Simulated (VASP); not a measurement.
These are PBE GGA + U (Dudarev), VASP's PBE PAW potentials (set 64) (plane waves; VASP) values and carry that method's errors.

A VASP calculation is set up with these files.

**POSCAR**
```
MnF2
1
    4.9622105490    -0.0000000000     0.0000000000
   -0.0000000000     4.9622105490     0.0000000000
    0.0000000000     0.0000000000     3.3518150533
Mn F
2 4
Direct
  0.0000000000   0.0000000000   0.0000000000
  0.5000000000   0.5000000000   0.5000000000
  0.3049864192   0.3049864192   0.0000000000
  0.8049864192   0.1950135808   0.5000000000
  0.1950135808   0.8049864192   0.5000000000
  0.6950135808   0.6950135808   0.0000000000
```

### KPOINTS
```
Automatic mesh
0
Gamma
5 5 7
0 0 0
```

INCAR:
```
! general
SYSTEM    = MnF2
PREC      = Accurate
ENCUT     = 520
LREAL     = .FALSE.
LASPH     = .TRUE.   ! aspherical one-centre terms

! electronic loop
EDIFF     = 1E-7
NELM      = 100   ! most electronic steps
ALGO      = Normal   ! blocked Davidson
LMAXMIX   = 4

! smearing
ISMEAR    = -5   ! tetrahedra, Bloechl

! functional
GGA       = PE

! spin
ISPIN     = 2
MAGMOM    = 4.7 -4.7 -0.0 0.0 0.0 -0.0

! DFT+U
LDAU      = .TRUE.
LDAUTYPE  = 2
LDAUL     = 2 -1
LDAUU     = 3.9 0
LDAUJ     = 0 0
LDAUPRINT = 1

! ions
ISIF      = 2   ! forces and stress, cell fixed

! output
LWAVE     = .FALSE.
LCHARG    = .TRUE.
LORBIT    = 11   ! lm-projected
NEDOS     = 601   ! DOS grid

! other
LEFG      = .TRUE.
```

POTCAR, in this order: Mn_pv F (PBE.64 set). Program: vasp_std.

The run wrote:

File OSZICAR:
```
       N       E                     dE             d eps       ncg     rms          rms(c)
DAV:   1     0.714013138995E+03    0.71401E+03   -0.31522E+04  3152   0.188E+03
DAV:   2     0.318955773959E+02   -0.68212E+03   -0.65840E+03  3472   0.542E+02
DAV:   3    -0.371862962114E+02   -0.69082E+02   -0.68697E+02  3448   0.184E+02
DAV:   4    -0.388371205055E+02   -0.16508E+01   -0.16472E+01  3624   0.302E+01
DAV:   5    -0.388663880658E+02   -0.29268E-01   -0.29265E-01  3320   0.434E+00    0.197E+01
DAV:   6    -0.368588544452E+02    0.20075E+01   -0.26745E+01  3216   0.386E+01    0.145E+01
DAV:   7    -0.376336718119E+02   -0.77482E+00   -0.21464E+00  3720   0.144E+01    0.952E+00
DAV:   8    -0.358039760946E+02    0.18297E+01   -0.13049E+00  3768   0.112E+01    0.405E+00
DAV:   9    -0.379236290441E+02   -0.21197E+01   -0.39525E-01  3872   0.808E+00    0.952E-01
DAV:  10    -0.379369271205E+02   -0.13298E-01   -0.70607E-02  3200   0.255E+00    0.386E-01
DAV:  11    -0.379383649924E+02   -0.14379E-02   -0.66878E-03  3728   0.589E-01    0.117E-01
DAV:  12    -0.379387921622E+02   -0.42717E-03   -0.65573E-04  3568   0.200E-01    0.549E-02
DAV:  13    -0.379387954906E+02   -0.33284E-05   -0.56881E-05  3640   0.666E-02    0.592E-02
DAV:  14    -0.379388035474E+02   -0.80568E-05   -0.12260E-04  3528   0.639E-02    0.269E-02
DAV:  15    -0.379388094983E+02   -0.59509E-05   -0.85183E-06  3352   0.220E-02    0.518E-03
DAV:  16    -0.379388095888E+02   -0.90477E-07   -0.25616E-07  2928   0.540E-03
   1 F= -.37938810E+02 E0= -.37938810E+02  d E =0.000000E+00  mag=     0.0000
```

### OUTCAR
```
------------------------ aborting loop because EDIFF is reached ----------------------------------------
  FORCE on cell =-STRESS in cart. coord.  units (eV):
  Direction    XX          YY          ZZ          XY          YZ          ZX
  --------------------------------------------------------------------------------------
  Total       -0.0104575     -0.0104575     -0.0953867      0.0000000      0.0000000      0.0000000
  in kB       -0.2030060     -0.2030060     -1.8516889      0.0000000      0.0000000      0.0000000
  external PRESSURE =      -0.7525669 kB  Pullay stress =       0.0000000 kB
  volume of cell :       82.53
      direct lattice vectors                 reciprocal lattice vectors
     4.962210549  0.000000000  0.000000000     0.201523089  0.000000000  0.000000000
     0.000000000  4.962210549  0.000000000     0.000000000  0.201523089  0.000000000
     0.000000000  0.000000000  3.351815053     0.000000000  0.000000000  0.298345817
 POSITION                                       TOTAL-FORCE (eV/Angst)
 -----------------------------------------------------------------------------------
      0.00000      0.00000      0.00000         0.000000      0.000000      0.000000
      2.48111      2.48111      1.67591         0.000000      0.000000      0.000000
      1.51341      1.51341      0.00000        -0.005361     -0.005361     -0.000000
      3.99451      0.96770      1.67591        -0.005361      0.005361      0.000000
      0.96770      3.99451      1.67591         0.005361     -0.005361     -0.000000
      3.44880      3.44880      0.00000         0.005361      0.005361      0.000000
 -----------------------------------------------------------------------------------
    total drift:                                0.000000     -0.000000     -0.000000
  FREE ENERGIE OF THE ION-ELECTRON SYSTEM (eV)
  ---------------------------------------------------
  free  energy   TOTEN  =       -37.9388095888 eV

  energy  without entropy=      -37.9388095888  energy(sigma->0) =      -37.93880959

 total charge

# of ion       s       p       d       tot
------------------------------------------
    1        0.155   6.132   4.934  11.220
    2        0.155   6.132   4.934  11.220
    3        1.733   4.367   0.000   6.100
    4        1.733   4.367   0.000   6.100
    5        1.733   4.367   0.000   6.100
    6        1.733   4.367   0.000   6.100
--------------------------------------------------
tot          7.242  29.733   9.868  46.843

 magnetization (x)

# of ion       s       p       d       tot
------------------------------------------
    1        0.019   0.017   4.641   4.676
    2       -0.019  -0.017  -4.641  -4.676
    3       -0.002  -0.015   0.000  -0.017
    4        0.002   0.015   0.000   0.017
    5        0.002   0.015   0.000   0.017
    6       -0.002  -0.015   0.000  -0.017
--------------------------------------------------
tot          0.000   0.000   0.000   0.000

 Electric field gradients after diagonalization (V/A^2)
 (convention: |V_zz| > |V_xx| > |V_yy|)
----------------------------------------------------------------------
 ion       V_xx      V_yy      V_zz     asymmetry (V_yy - V_xx)/ V_zz
----------------------------------------------------------------------
   1     -13.874    -7.572    21.446       0.294
   2     -13.874    -7.572    21.446       0.294
   3      42.129    19.075   -61.205       0.377
   4      42.129    19.075   -61.205       0.377
   5      42.129    19.075   -61.205       0.377
   6      42.129    19.075   -61.205       0.377
```
(Selected blocks of OUTCAR.)

The compound is MnF2 in the rutile structure. It was relaxed first, which changed the volume by +5 %.
